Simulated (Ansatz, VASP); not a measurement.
# ZnIn in two plane-wave programs

One calculation is typed for both programs; each brings its own data sets. How far apart do they land? The cell is generated by rule, not measured, and may not be a known phase. Of the first pair: The cell is taken from a series of runs on this material, whose earlier steps may have relaxed, scaled, displaced or heated it; both programs get it as it stands.

Main program and level: Ansatz 0.2.0; plane waves, with VASP 6.6.1 beside it; relaxation of cell and atoms at PBEsol.

## (1) The structure

The structure is cubic, space group Fm-3m (No. 225). The conventional cell has a = 5.592 Å, b = 5.592 Å, c = 5.592 Å, α = 90.00°, β = 90.00°, γ = 90.00°. Nearest to In lie 6 Zn at 2.80 Å. Nearest to Zn lie 6 In at 2.80 Å. Farther neighbours are not listed.

## (2) VASP: relaxation of cell and atoms, PBEsol, pair 1

The relaxed volume is the usual yardstick between codes: in a stiff, nearly cubic crystal its relative difference is about their pressure difference at one cell divided by the bulk modulus.

Lines of VASP's logs that name or quote its potential files are left out, and so is its time.

Input file INCAR:

```
SYSTEM = ZnIn
PREC = Accurate
ENCUT = 500
EDIFF = 1E-07
NELM = 120
ISMEAR = 1
SIGMA = 0.15
LREAL = .FALSE.
ALGO = Normal
GGA = PS
NBANDS = 18
LORBIT = 11
LWAVE = .FALSE.
LCHARG = .FALSE.
ISIF = 3
IBRION = 2
NSW = 80
EDIFFG = -0.005
LASPH = .TRUE.
GGA_COMPAT = .FALSE.
NELMIN = 4
```

Input file POSCAR:

```
ZnIn
1.0
   -2.7960460000      0.0000000000      2.7960460000
    0.0000000000      2.7960460000      2.7960460000
   -2.7960460000      2.7960460000      0.0000000000
In Zn
1 1
Direct
    0.0000000000      0.0000000000      0.0000000000
    0.5000000000      0.5000000000      0.5000000000
```

Input file KPOINTS:

```
Automatic mesh
0
Gamma
12 12 12
0 0 0
```

PAW data sets: In_d and Zn (PBE family, release 64).

The run is started by

```bash
> mpirun -np 1 vasp_std
```

Numbers of over 12 decimals in the logs are rounded to 6 here.

Output:

```text
[banner, memory and clock lines left out]
running    1 mpi-ranks, on    1 nodes
 distrk:  each k-point on    1 cores,    1 groups
 distr:  one band on    1 cores,    1 groups

 POSCAR found type information on POSCAR InZn
 POSCAR found :  2 types and       2 ions
|                                                                             |
|               ----> ADVICE to this user running VASP <----                  |
|                                                                             |
|     You enforced a specific xc type in the INCAR file but a different       |
|     [... a line on the potential file left out ...]
|     I HOPE YOU KNOW WHAT YOU ARE DOING!                                     |
|                                                                             |

 LDA part: xc-table for (Slater+PW92), standard interpolation
 POSCAR, INCAR and KPOINTS ok, starting setup
 FFT: planning ... GRIDC
 FFT: planning ... GRID_SOFT
 FFT: planning ... GRID
 WAVECAR not read
 entering main loop
       N       E                     dE             d eps       ncg     rms          rms(c)
DAV:   1     0.154837198929E+03    0.15484E+03   -0.12097E+04  2600   0.186E+03
DAV:   2     0.428847387754E+01   -0.15055E+03   -0.14823E+03  2594   0.345E+02
DAV:   3    -0.417181595673E+01   -0.84603E+01   -0.84283E+01  3000   0.951E+01
DAV:   4    -0.434479778751E+01   -0.17298E+00   -0.17290E+00  3132   0.133E+01
DAV:   5    -0.435252024917E+01   -0.77225E-02   -0.77220E-02  3340   0.257E+00    0.354E+00
DAV:   6    -0.419218551081E+01    0.16033E+00   -0.78321E-01  2862   0.175E+01    0.208E+00
DAV:   7    -0.417981159156E+01    0.12374E-01   -0.51316E-02  3180   0.418E+00    0.102E+00
DAV:   8    -0.417599790629E+01    0.38137E-02   -0.69699E-03  3420   0.103E+00    0.191E-01
DAV:   9    -0.417575458597E+01    0.24332E-03   -0.72075E-04  3700   0.469E-01    0.938E-02
DAV:  10    -0.417573810354E+01    0.16482E-04   -0.83844E-05  2798   0.102E-01    0.189E-02
DAV:  11    -0.417573863225E+01   -0.52871E-06   -0.48457E-06  4140   0.315E-02    0.438E-03
DAV:  12    -0.417573878073E+01   -0.14848E-06   -0.51260E-07  2866   0.575E-03    0.299E-03
DAV:  13    -0.417573881043E+01   -0.29701E-07   -0.26251E-08  1574   0.225E-03
   1 F= -.41757388E+01 E0= -.41762847E+01  d E =-.417574E+01
 curvature:   0.00 expect dE= 0.000E+00 dE for cont linesearch  0.000E+00
 trial: gam= 0.00000 g(F)=  0.480E-60 g(S)=  0.353E-04 ort = 0.000E+00 (trialstep = 0.100E+01)
 search vector abs. value=  0.353E-04
 bond charge predicted
       N       E                     dE             d eps       ncg     rms          rms(c)
DAV:   1    -0.417662047773E+01   -0.88170E-03   -0.14664E-02  2838   0.226E+00    0.197E-01
DAV:   2    -0.417586802286E+01    0.75245E-03   -0.24204E-03  2834   0.103E+00    0.647E-02
DAV:   3    -0.417578005159E+01    0.87971E-04   -0.14554E-04  3504   0.236E-01    0.281E-02
DAV:   4    -0.417576322143E+01    0.16830E-04   -0.13052E-05  3924   0.582E-02    0.167E-02
DAV:   5    -0.417575906516E+01    0.41563E-05   -0.28116E-06  3828   0.226E-02    0.407E-03
DAV:   6    -0.417575884393E+01    0.22123E-06   -0.29258E-07  2706   0.566E-03    0.122E-03
DAV:   7    -0.417575886996E+01   -0.26030E-07   -0.15166E-08  1390   0.176E-03
   2 F= -.41757589E+01 E0= -.41763132E+01  d E =-.200595E-04
 trial-energy change:   -0.000020  1 .order   -0.000018   -0.000035   -0.000001
 step:   1.0272(harm=  1.0361)  dis= 0.00000  next Energy=    -4.175759 (dE=-0.201E-04)
 reached required accuracy - stopping structural energy minimisation
```

Parts of OUTCAR (step 2):

```text
ion  position               nearest neighbor table
   1  0.000  0.000  0.000-   2 2.80   2 2.80   2 2.80   2 2.80   2 2.80   2 2.80
   2  0.500  0.500  0.500-   1 2.80   1 2.80   1 2.80   1 2.80   1 2.80   1 2.80

  LATTYP: Found a face centered cubic cell.
 ALAT       =     5.5920920000

 Subroutine GETGRP returns: Found 48 space group operations
 (whereof 48 operations were pure point group operations)

The static configuration has the point symmetry O_h .

 Found     72 irreducible k-points:

   k-points           NKPTS =     72   k-points in BZ     NKDIM =     72   number of bands    NBANDS=     18

   dimension x,y,z NGX =    30 NGY =   30 NGZ =   30
   dimension x,y,z NGXF=    60 NGYF=   60 NGZF=   60

   ENCUT  =  500.0 eV  36.75 Ry    6.06 a.u.   7.21  7.21  7.21*2*pi/ulx,y,z

   NELECT =      25.0000    total number of electrons

 k-points in reciprocal lattice and weights: Automatic mesh
   0.00000000  0.00000000  0.00000000       0.001
   0.08333333  0.00000000  0.00000000       0.005
   0.16666667  0.00000000  0.00000000       0.005
   0.25000000  0.00000000  0.00000000       0.005
   0.33333333  0.00000000  0.00000000       0.005
   0.41666667  0.00000000  0.00000000       0.005
   0.50000000  0.00000000  0.00000000       0.002
   0.08333333  0.08333333  0.00000000       0.003
   0.16666667  0.08333333  0.00000000       0.014
[...]
-0.33333333  0.50000000  0.16666667       0.007
  -0.25000000  0.50000000  0.25000000       0.003

 average (electrostatic) potential at core
       1 -95.9724       2 -34.4613

 E-fermi :   4.9947

 k-point     1 :       0.0000    0.0000    0.0000
  band No.  band energies     occupation
    ...
      7      -2.2438      2.00000
      8      -2.2438      2.00000
      9      -2.2438      2.00000
     10      -2.2102      2.00000
     11      -2.2102      2.00000
     12       8.6941      0.00000
     13       8.6941      0.00000
     14       8.6941      0.00000
     15      11.4174      0.00000
     16      13.7736      0.00000
    ...

 k-point     2 :       0.0833    0.0000    0.0000
  band No.  band energies     occupation
    ...
      7      -2.2475      2.00000
      8      -2.2433      2.00000
      9      -2.2433      2.00000
     10      -2.2195      2.00000
     11      -2.2195      2.00000
     12       7.6964     -0.00000
     13       8.6829      0.00000
     14       8.6829      0.00000
     15      11.9083      0.00000
     16      13.1302      0.00000
    ...

 k-point     3 :       0.1667    0.0000    0.0000
  band No.  band energies     occupation
    ...
      7      -2.2591      2.00000
      8      -2.2591      2.00000
      9      -2.2561      2.00000
     10      -2.2277      2.00000
     11      -2.2277      2.00000
     12       5.9373     -0.00000
     13       8.6749      0.00000
     14       8.6749      0.00000
     15      11.7356      0.00000
     16      13.0627      0.00000
    ...

  Total        0.0007685      0.0007685      0.0007685      0.0000000      0.0000000      0.0000000
  in kB        0.0281205      0.0281205      0.0281205      0.0000000      0.0000000      0.0000000
  external PRESSURE =       0.0281205 kB  Pullay stress =       0.0000000 kB

  energy-cutoff  :      500.00
  volume of cell :       43.79
      direct lattice vectors                 reciprocal lattice vectors
    -2.797534852 -0.000000000  2.797534852    -0.178728783 -0.178728783  0.178728783
     0.000000000  2.797534852  2.797534852     0.178728783  0.178728783  0.178728783
    -2.797534852  2.797534852 -0.000000000    -0.178728783  0.178728783 -0.178728783

 POSITION                                       TOTAL-FORCE (eV/Angst)
 -----------------------------------------------------------------------------------
     -2.79753      2.79753      5.59507         0.000000     -0.000000      0.000000
     -2.79753      2.79753      2.79753        -0.000000      0.000000     -0.000000
 -----------------------------------------------------------------------------------
    total drift:                               -0.000000      0.000000      0.000000

  FREE ENERGIE OF THE ION-ELECTRON SYSTEM (eV)
  ---------------------------------------------------
  free  energy   TOTEN  =        -4.1757588700 eV

  energy  without entropy=       -4.1774218223  energy(sigma->0) =       -4.17631319

 reached required accuracy - stopping structural energy minimisation

 total charge
# of ion       s       p       d       tot
------------------------------------------
    1        0.970   0.587   9.850  11.407
    2        0.691   0.348   9.714  10.753
--------------------------------------------------
tot          1.661   0.935  19.564  22.160

[... 3 further parts left out ...]
```

This run has no spin polarisation. Its electron count is odd, so without a moment it is a metal by construction. The run keeps the 48 symmetry operations of its start, so it cannot find a distortion of lower symmetry.

## (3) Ansatz: relaxation of cell and atoms, PBEsol, pair 1

Ansatz runs on its default PAW (the set named soft_2) files.

The same cell, functional, mesh and smearing now go to Ansatz, which takes its cutoff from its data sets.

Input file input.yaml:

```yaml
crystal:
  lattice:
    - [-2.7960458221, 0.0, 2.7960458221]
    - [0.0, 2.7960458221, 2.7960458221]
    - [-2.7960458221, 2.7960458221, 0.0]
  atoms:
    - { symbol: In, position: [0.0, 0.0, 0.0] }
    - { symbol: Zn, position: [0.5, 0.5, 0.5] }
kpoints:
  mp_grid: { grid: [12, 12, 12] }
hamiltonian:
  xc: pbesol
scf:
  occupations: { method: methfessel_paxton, width: 0.15 }
output:
  forces: true
  stress: true
  eigenvalues: true
relax:
  adjacent_minimum: "off"
  f_tol: 0.001
  max_steps: 60
  cell: { stress_tol: 0.01 }
```

The run is started by

```bash
> ansatz run input.yaml --threads 2 --pin off --max-ram 5120MiB --backend cpu --events-out ev --progress --plain --runs-dir out
```

Output:

```text
Engine: ansatz 0.2.0, x86_64-unknown-linux-gnu
Pseudopotentials: kind: paw
Pseudopotential: In, paw, valence charge 13, recommended cutoff 420 eV (normal), In.paw.azcp
Pseudopotential: Zn, paw, valence charge 12, recommended cutoff 420 eV (normal), Zn.paw.azcp
Functional definition: PBEsol
  exchange = pbesol_x
  correlation = pbesol_c
Crystal: 2 atoms, lattice volume = 43.718 Å³
Basis set: ecut = 420 eV, 869 PW (Γ), exchange–correlation on 54×54×54 points (8 copies of the dense FFT grid, shifted against one another)
Bands: 17, of which v1, the nominal top of the filled ones, is band 13 counted from 1 (12 counted from 0)
Symmetry: 48 space group operations
Space group: Fm-3m (ITA 225), of the structure as read, at distance tolerance 3.5e-5 Å
k-points: 72 of 1728
Non-local potential: In, projectors of the file, l = 0: 2, l = 1: 2, l = 2: 2, l = 3: 2
Non-local potential: Zn, projectors of the file, l = 0: 2, l = 1: 2, l = 2: 3, l = 3: 1
PAW form: soft (Blöchl's): semilocal exchange-correlation on the pseudo side does not see the compensation charge
PAW frozen core: In, regenerated for the run's functional, and the local potential with it (the file was generated under x = pbe(κ = 0.804, μ = 0.219515), c = pbe(β = 0.066725))
PAW frozen core: Zn, regenerated for the run's functional, and the local potential with it (the file was generated under x = pbe(κ = 0.804, μ = 0.219515), c = pbe(β = 0.066725))
PAW one-centre angular grid: In, 590 points (default); XC on 64 Gauss nodes
PAW one-centre angular grid: Zn, 590 points (default); XC on 64 Gauss nodes
Initial density: superposition of atomic densities (neutral atoms: chi_scale 0, normalization atom), corrected by the library's trained network
Initial wavefunctions: pseudopotential atomic-orbital guess
Functional: x = pbesol(κ = 0.804, μ = 0.123457), c = pbesol(β = 0.046)
SCF iter   1: F=—  HF=-8805.918552 eV  |F-HF|=—  |Δ(HF+E_count)|=         —  Δρ=3.21e-3  dr2=3.15e-3  ethr=1.77e-3  ⟨swp⟩=5.0  Hψ=5820  notcnv=0
preconditioner: auto → none  [insulator: Δε(μ)=0.144 eV  Ē_g=14.516 eV  σ=0.150 eV  W_gap=0.71  n_scr=14 (ndim 8)  ℏωp=28.1 eV  f_vac=0.000  D(μ)=0.67/eV (n_scr^D=0)  ε∞_Penn≈4.7]
SCF iter   2: F=—  HF=-8805.915814 eV  |F-HF|=—  |Δ(HF+E_count)|=   2.74e-3  S|Δr|=    0.00e0  Δρ=1.33e-3  dr2=4.38e-4  ethr=1.26e-5  ⟨swp⟩=2.6  Hψ=2654  notcnv=0
SCF iter   3: F=—  HF=-8805.915659 eV  |F-HF|=—  |Δ(HF+E_count)|=   1.56e-4  S|Δr|=    0.00e0  Δρ=6.20e-4  dr2=1.19e-4  ethr=1.75e-6  ⟨swp⟩=2.1  Hψ=1767  notcnv=0
SCF iter   4: F=—  HF=-8805.915650 eV  |F-HF|=—  |Δ(HF+E_count)|=   8.96e-6  S|Δr|=    0.00e0  Δρ=2.58e-4  dr2=1.88e-5  ethr=4.76e-7  ⟨swp⟩=2.3  Hψ=1595  notcnv=0
SCF iter   5: F=—  HF=-8805.915655 eV  |F-HF|=—  |Δ(HF+E_count)|=   4.98e-6  S|Δr|=    0.00e0  Δρ=6.76e-5  dr2=1.25e-6  ethr=7.52e-8  ⟨swp⟩=2.1  Hψ=1628  notcnv=0
SCF iter   6: F=-8805.915655 eV  HF=-8805.915655 eV  |F-HF|=1.10e-8  |Δ(HF+E_count)|=   2.65e-7  S|Δr|=    0.00e0  Δρ=9.07e-6  dr2=2.00e-8  ethr=4.00e-10  ⟨swp⟩=4.4  Hψ=5474  notcnv=0
SCF 1 converged in 6 iterations: F = -8805.915655 eV  dr2 = 2.00e-8
  greatest PAW one-centre occupation: 0.983 electrons in one spin orbital (limit 2), on the Zn atom at site 1 (counted from 0), in its partial waves of l = 2
relax step   1: F+E_penalty+E_count = -8805.91565484 eV  Δ(F+E_penalty+E_count) = +0.000e0 eV  max|allowed force component| = 4.178e-29 eV/Å  Δτ_max = 0.0000 Å  P = +0.005 GPa  Ω = 43.718 Å³  (6 SCF iters, dr2 threshold 1.00e-7 eV, accepted)
Initial density: handed on by an earlier stage of this run
Initial wavefunctions: pseudopotential atomic-orbital guess (no wavefunctions were taken with the density)
iter 1 solved again at ethr=4.68e-7 eV; its pass at ethr=3.10e-3 eV (dr2=1.17e-4 eV) is discarded
SCF iter   1: F=—  HF=-8805.915653 eV  |F-HF|=—  |Δ(HF+E_count)|=         —  Δρ=1.10e-5  dr2=2.91e-8  ethr=4.68e-7  ⟨swp⟩=2.0  Hψ=8560  notcnv=0
eigensolver tolerance schedule: the retry pair's looser diagonalisation over-reported the residual by 4013.09 of it (diagonalisation noise at 1.54 of the residual, at the tolerance the schedule requests for it); recorded, not acted on — ethr = c·dr2/N_el stays at c = 1.0e-1
preconditioner: auto → none  [insulator: Δε(μ)=0.145 eV  Ē_g=14.573 eV  σ=0.150 eV  W_gap=0.71  n_scr=14 (ndim 8)  ℏωp=28.1 eV  f_vac=0.000  D(μ)=0.66/eV (n_scr^D=0)  ε∞_Penn≈4.7]
SCF iter   2: F=—  HF=-8805.915655 eV  |F-HF|=—  |Δ(HF+E_count)|=   1.59e-6  S|Δr|=    0.00e0  Δρ=6.13e-6  dr2=1.07e-8  ethr=1.17e-10  ⟨swp⟩=2.7  Hψ=2393  notcnv=0
SCF iter   3: F=—  HF=-8805.915655 eV  |F-HF|=—  |Δ(HF+E_count)|=   6.31e-9  S|Δr|=    0.00e0  Δρ=1.79e-6  dr2=7.44e-10  ethr=4.28e-11  ⟨swp⟩=2.0  Hψ=1732  notcnv=0
SCF iter   4: F=—  HF=-8805.915655 eV  |F-HF|=—  |Δ(HF+E_count)|=   1.07e-9  S|Δr|=    0.00e0  Δρ=1.26e-6  dr2=4.15e-10  ethr=2.98e-12  ⟨swp⟩=2.0  Hψ=2112  notcnv=0
SCF iter   5: F=—  HF=-8805.915655 eV  |F-HF|=—  |Δ(HF+E_count)|=  1.27e-10  S|Δr|=    0.00e0  Δρ=5.20e-7  dr2=6.42e-11  ethr=1.66e-12  ⟨swp⟩=2.0  Hψ=1596  notcnv=0
SCF iter   6: F=—  HF=-8805.915655 eV  |F-HF|=—  |Δ(HF+E_count)|=  3.09e-11  S|Δr|=    0.00e0  Δρ=1.04e-7  dr2=2.35e-12  ethr=2.57e-13 (applied; sched 1.00e-12)  ⟨swp⟩=2.5  Hψ=2216  notcnv=0
SCF iter   7: F=-8805.915655 eV  HF=-8805.915655 eV  |F-HF|=0.00e0  |Δ(HF+E_count)|=  1.82e-12  S|Δr|=    0.00e0  Δρ=4.79e-9  dr2=7.10e-15  ethr=1.00e-12  ⟨swp⟩=5.0  Hψ=4618  notcnv=0
SCF 2 converged in 7 iterations: F = -8805.915655 eV  dr2 = 7.10e-15
relax step   2: F+E_penalty+E_count = -8805.91565485 eV  Δ(F+E_penalty+E_count) = -1.136e-8 eV  max|allowed force component| = 3.625e-29 eV/Å  Δτ_max = 0.0000 Å  P = +0.005 GPa  Ω = 43.718 Å³  stress off target by 5.38e-3 GPa  SCF on the basis re-selected at this cell (its energy is not comparable with the rows above)  (7 SCF iters)
basis re-selected at this cell: Δ(F+E_penalty+E_count) = -1.136e-8 eV, ΔP = +0.000 GPa vs the last step (what re-selecting the basis moved, of the pressure what is left beyond the Pulay correction that the steps carried, after the strain that the cell walked since its last selection, with what the two solves' SCF thresholds leave and, on support functions, any second-order correction that the steps lacked; it is no m [...]
SCF converged after 7 iterations
Stability not checked: this state was not tested for a lower state beside it, because cold or Methfessel-Paxton smearing, or corrected tetrahedra, fill the levels in a way that the test cannot read (fill_not_monotonic; see scf.lower_state_search)
Free energy (F): -8805.915655 eV
Harris-Foulkes:  -8805.915655 eV  (|F-HF|=0.00e0)
Internal energy: -8805.917299 eV  (E = F + TS)
E sigma→0 (E₀):  -8805.916066 eV
Entropy (-TS):   0.001644 eV (0.822 meV/atom)
Fermi energy:    9.400224 eV
--- Per-component energies (eV) ---
  E_band       = -0.545308
  E_kinetic    = 373.232247
  E_local      = -2799.181425  (includes V_loc(G=0)·N_el)
  E_nonlocal   = 979.007067
  E_hartree    = 1144.662453
  E_xc         = -350.079651
  E_vxc        = -153.318640  (∫ρ·V_xc dr)
  E_paw        = -5869.201595  (= ΣΔE_a)
  E_vpaw       = -689.609118  (= ΣTr[D̂ρ^β])
  E_aug_tail   = -0.000340  (compensation charges beyond the density's cutoff)
  E_ewald      = -2285.389312
  E_core_change = 1.033257  (= ΣΔE_core)
  E_smearing   = 0.001644  (= −TS)
  E_closure    = 0.000000  (closes the sum)
  Σ components = -8805.915655   (vs F -8805.915655, Δ=0.00e0)
--- Forces (eV/Å), atoms counted from 1 ---
  atom   1  In     0.00000000     0.00000000     0.00000000
  atom   2  Zn    -0.00000000    -0.00000000    -0.00000000
  max |Σ_I F_I| component: 6.84e-29 eV/Å
--- Stress (GPa, compression-positive) ---
        0.005380      -0.000000       0.000000
        0.000000       0.005380      -0.000000
       -0.000000       0.000000       0.005380
  P = ⅓ Tr σ = 0.0054 GPa (0.054 kbar)
--- Band table (eV; the first three rows and the last of 72) ---
  k-point 0: bands = [... 9 lower, 2.2063, 2.2063, 13.0983, 13.0983, 13.0983, 15.8443, 18.1540, 18.2877]
  k-point 1: bands = [... 9 lower, 2.1969, 2.1969, 12.1026, 13.0876, 13.0876, 16.3308, 17.5241, 18.4532]
  k-point 2: bands = [... 9 lower, 2.1888, 2.1888, 10.3435, 13.0808, 13.0808, 16.1457, 17.4668, 17.4668]
  k-point 71: bands = [... 9 lower, 2.2498, 5.8084, 6.3799, 7.3730, 7.3730, 16.1292, 16.3058, 18.4212]
--- Relaxed structure (1 steps of the walk, 1 accepted, 1 SCFs on fresh bases) ---
  F+E_penalty+E_count = -8805.91565485 eV   max|allowed force component| = 3.625e-29 eV/Å   (the final SCF, on the basis selected at the relaxed cell)
  cell:  # Å, volume = 43.7183 Å³
    - [-2.7960458221, 0.0, 2.7960458221]
    - [0.0, 2.7960458221, 2.7960458221]
    - [-2.7960458221, 2.7960458221, 0.0]
  atoms:
    - { symbol: In, position: [0.0, 0.0, 0.0] }
    - { symbol: Zn, position: [0.5, 0.5, 0.5] }
```

## (4) Comparison

Known differences besides the potentials themselves: the cutoff is 420 eV in Ansatz and 500 eV in VASP; Ansatz makes its cores anew for this functional, VASP keeps those of its PBE data sets; Ansatz adds a Pulay correction to the stress that steers its cell, VASP none. Total energies have different zeros and are not compared.

Compared:

```
                                         quantity  Ansatz   VASP  difference
                                      volume (Å³)   43.72  43.79     -0.16 %
edge a after relaxation, in the typed setting (Å)   3.954  3.956     -0.05 %
```

(Part 1 of 2 ends here.)

[Lines on the potential files, build, host, timing and source positions are cut from VASP's logs without a mark.]

[Logs are printed without paths, hosts, clocks, repeated set-up lines and the standing remarks that a program may print on its own settings, such as how far it seeks lower states.]

[Hosts, paths, dates, database ids (printed as entryN), source tags and the programs' standing remarks are cut or masked in the printed files.]
